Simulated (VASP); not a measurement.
VASP input:

### KPOINTS
```
Automatic
0
Gamma
  8 8 8
```

### INCAR
```
! general
SYSTEM  = PbSe
PREC    = Accurate
ENCUT   = 400
LREAL   = .FALSE.
LASPH   = .TRUE.

! electronic loop
EDIFF   = 1E-7
NELM    = 100
ALGO    = Normal
LMAXMIX = 4

! smearing
ISMEAR  = -5

! functional
GGA     = PE

! ions
ISIF    = 2

! output
LWAVE   = .FALSE.
LCHARG  = .TRUE.
LORBIT  = 11
NEDOS   = 601
```

### POSCAR
```
PbSe
1
    0.0000000000     3.1071971784     3.1071971784
    3.1071971784     0.0000000000     3.1071971784
    3.1071971784     3.1071971784     0.0000000000
Pb Se
1 1
Direct
  0.0000000000   0.0000000000   0.0000000000
  0.5000000000   0.5000000000   0.5000000000
```

POTCAR, in this order: Pb_d Se (PBE.64 set). Program: vasp_std.

Write an equivalent input for Ansatz.

One equivalent input (not run):
Ansatz 0.2 input:
```yaml
crystal:
  lattice:
    - [0.0000000, 3.1071972, 3.1071972]
    - [3.1071972, 0.0000000, 3.1071972]
    - [3.1071972, 3.1071972, 0.0000000]
  atoms:
    - { symbol: Pb, position: [0.0000000, 0.0000000, 0.0000000] }
    - { symbol: Se, position: [0.5000000, 0.5000000, 0.5000000] }
kpoints:
  mp_grid: { grid: [8, 8, 8] }
hamiltonian:
  xc: pbe
  pseudopotentials: { kind: paw }
scf:
  occupations: { method: tetrahedron }
  max_iter: 100
output: { forces: true, stress: true, eigenvalues: true }
```
What does not carry over: each code has its own PAW files, so the cut-off isn't converted (ENCUT is set for VASP's; basis.ecutwfc is left out, and Ansatz then takes the one that its files recommend); Ansatz stops its SCF on the density residual and VASP on the energy change (EDIFF).

The structure was generated: PbSe was put into the rock salt type (Fm-3m), which need not be its known phase. It was relaxed first, which changed the volume by +27 %.
